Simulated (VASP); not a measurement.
These are optB86b-vdW, VASP's PBE PAW potentials (set 64) (plane waves; VASP) values and carry that method's errors.

VASP input:

### INCAR
```
AGGAC=0.0
ALGO=Normal
EDIFF=1E-6
EDIFFG=-0.01
ENCUT=520
GGA=MK
IBRION=2
ISIF=3
ISMEAR=1
LASPH=.TRUE.
LCHARG=.FALSE.
LMAXMIX=4
LREAL=.FALSE.
LUSE_VDW=.TRUE.
LWAVE=.FALSE.
NELM=100
NSW=60
PARAM1=0.1234
PARAM2=1.0
PREC=Accurate
SIGMA=0.1
SYSTEM=Rb
```

KPOINTS:
```
K-points
0
G
  8 8 8
0 0 0
```

**POSCAR**
```
Rb
1.0
 -2.8250000000   2.8250000000   2.8250000000
  2.8250000000  -2.8250000000   2.8250000000
  2.8250000000   2.8250000000  -2.8250000000
Rb
1
direct
  0.0000000000   0.0000000000   0.0000000000
```

POTCAR, in this order: Rb_sv (PBE.64 set). Program: vasp_std.

What VASP printed:

OUTCAR:
```
 ion  position               nearest neighbor table
   1  0.000  0.000  0.000-
  LATTYP: Found a body centered cubic cell.
 ALAT       =     5.6500000000
 Subroutine PRICEL returns:
 Original cell was already a primitive cell.
 Subroutine GETGRP returns: Found 48 space group operations
The static configuration has the point symmetry O_h .
The dynamic configuration has the point symmetry O_h .
 Subroutine INISYM returns: Found 48 space group operations
 Subroutine IBZKPT returns following result:
 Found     29 irreducible k-points:

 Following reciprocal coordinates:
            Coordinates               Weight
  0.000000  0.000000  0.000000      1.000000
  0.125000  0.000000  0.000000     12.000000
  0.250000  0.000000  0.000000     12.000000
  0.375000  0.000000  0.000000     12.000000
  0.500000  0.000000  0.000000      6.000000
  0.125000  0.125000  0.000000     24.000000
  0.250000  0.125000  0.000000     48.000000
  0.375000  0.125000  0.000000     48.000000
  0.250000  0.250000  0.000000     24.000000
  0.375000  0.250000  0.000000     24.000000
...
```

File OSZICAR:
```
       N       E                     dE             d eps       ncg     rms          rms(c)
DAV:   1     0.507804370109E+02    0.50780E+02   -0.33463E+03   464   0.824E+02
DAV:   2     0.361496643419E+01   -0.47165E+02   -0.47008E+02   520   0.142E+02
DAV:   3     0.126488276817E+01   -0.23501E+01   -0.23498E+01   632   0.385E+01
DAV:   4     0.120655111015E+01   -0.58332E-01   -0.58170E-01   768   0.500E+00
DAV:   5     0.120603222665E+01   -0.51888E-03   -0.51884E-03   672   0.316E-01    0.106E+00
DAV:   6     0.120530650644E+01   -0.72572E-03   -0.19992E-03   696   0.280E-01    0.647E-01
DAV:   7     0.120384823052E+01   -0.14583E-02   -0.47052E-03   560   0.413E-01    0.452E-02
DAV:   8     0.120356248319E+01   -0.28575E-03   -0.36664E-04   632   0.113E-01    0.165E-02
DAV:   9     0.120352587071E+01   -0.36612E-04   -0.53248E-05   720   0.360E-02    0.514E-03
DAV:  10     0.120352349913E+01   -0.23716E-05   -0.99384E-06   624   0.180E-02    0.102E-03
DAV:  11     0.120352336109E+01   -0.13804E-06   -0.23951E-07   528   0.375E-03
   1 F= 0.12035234E+01 E0= 0.12040185E+01  d E =0.120352E+01
       N       E                     dE             d eps       ncg     rms          rms(c)
DAV:   1     0.119347167925E+01   -0.10052E-01   -0.21890E-01   464   0.351E+00    0.438E-01
DAV:   2     0.120043945588E+01    0.69678E-02   -0.16607E-02   480   0.109E+00    0.215E-01
DAV:   3     0.120259049940E+01    0.21510E-02   -0.11440E-02   680   0.674E-01    0.431E-02
DAV:   4     0.120255018524E+01   -0.40314E-04   -0.21976E-04   576   0.141E-01    0.248E-02
DAV:   5     0.120250178526E+01   -0.48400E-04   -0.40766E-05   760   0.698E-02    0.141E-02
DAV:   6     0.120250008312E+01   -0.17021E-05   -0.35811E-06   688   0.191E-02    0.297E-03
DAV:   7     0.120250046331E+01    0.38019E-06   -0.26242E-07   280   0.671E-03
   2 F= 0.12025005E+01 E0= 0.12030009E+01  d E =-.102290E-02
       N       E                     dE             d eps       ncg     rms          rms(c)
DAV:   1     0.114164758374E+01   -0.60852E-01   -0.14320E+00   472   0.898E+00    0.113E+00
DAV:   2     0.118799977844E+01    0.46352E-01   -0.10755E-01   464   0.280E+00    0.544E-01
DAV:   3     0.120161273228E+01    0.13613E-01   -0.73700E-02   688   0.170E+00    0.107E-01
DAV:   4     0.120136647257E+01   -0.24626E-03   -0.11536E-03   544   0.341E-01    0.615E-02
DAV:   5     0.120105778769E+01   -0.30868E-03   -0.31696E-04   768   0.192E-01    0.351E-02
DAV:   6     0.120105549827E+01   -0.22894E-05   -0.15594E-05   808   0.420E-02    0.411E-03
DAV:   7     0.120105506190E+01   -0.43637E-06   -0.23209E-06   472   0.186E-02
   3 F= 0.12010551E+01 E0= 0.12015714E+01  d E =-.246830E-02
       N       E                     dE             d eps       ncg     rms          rms(c)
DAV:   1     0.119427558382E+01   -0.67799E-02   -0.16196E-01   480   0.302E+00    0.377E-01
DAV:   2     0.119943942335E+01    0.51638E-02   -0.12326E-02   480   0.940E-01    0.185E-01
DAV:   3     0.120102127803E+01    0.15819E-02   -0.85261E-03   688   0.581E-01    0.375E-02
DAV:   4     0.120099341299E+01   -0.27865E-04   -0.14332E-04   560   0.117E-01    0.212E-02
DAV:   5     0.120095612422E+01   -0.37289E-04   -0.31375E-05   792   0.615E-02    0.122E-02
DAV:   6     0.120095499027E+01   -0.11340E-05   -0.21533E-06   536   0.153E-02    0.235E-03
DAV:   7     0.120095531994E+01    0.32967E-06   -0.22281E-07   272   0.621E-03
   4 F= 0.12009553E+01 E0= 0.12014780E+01  d E =-.256804E-02
```

### OUTCAR
```
------------------------ aborting loop because EDIFF is reached ----------------------------------------
  FORCE on cell =-STRESS in cart. coord.  units (eV):
  Direction    XX          YY          ZZ          XY          YZ          ZX
  --------------------------------------------------------------------------------------
  Total        0.0001681      0.0001681      0.0001681      0.0000000     -0.0000000      0.0000000
  in kB        0.0031613      0.0031613      0.0031613      0.0000000     -0.0000000      0.0000000
  external PRESSURE =       0.0031613 kB  Pullay stress =       0.0000000 kB
  volume of cell :       85.20
      direct lattice vectors                 reciprocal lattice vectors
    -2.771951318  2.771951318  2.771951318     0.000000000  0.180378348  0.180378348
     2.771951318 -2.771951318  2.771951318     0.180378348  0.000000000  0.180378348
     2.771951318  2.771951318 -2.771951318     0.180378348  0.180378348  0.000000000
 POSITION                                       TOTAL-FORCE (eV/Angst)
 -----------------------------------------------------------------------------------
      0.00000     -0.00000      0.00000        -0.000000     -0.000000     -0.000000
 -----------------------------------------------------------------------------------
    total drift:                               -0.000000      0.000000      0.000000
  FREE ENERGIE OF THE ION-ELECTRON SYSTEM (eV)
  ---------------------------------------------------
  free  energy   TOTEN  =         1.2009553199 eV

  energy  without entropy=        1.2025232714  energy(sigma->0) =        1.20147797

 reached required accuracy - stopping structural energy minimisation
```
(Selected blocks of OUTCAR.)

### CONTCAR
```
Rb
   1.00000000000000
    -2.7719513181136910    2.7719513181136910    2.7719513181136910
     2.7719513181136910   -2.7719513181136910    2.7719513181136910
     2.7719513181136910    2.7719513181136910   -2.7719513181136910
  Rb
     1
Direct
     0.0000000000000000    0.0000000000000000    0.0000000000000000
```

Energy and stress use the plane-wave basis of the starting cell.

The compound is Rb in the bcc structure. This run relaxes it. Symmetry was kept, so distortions that lower it aren't found.
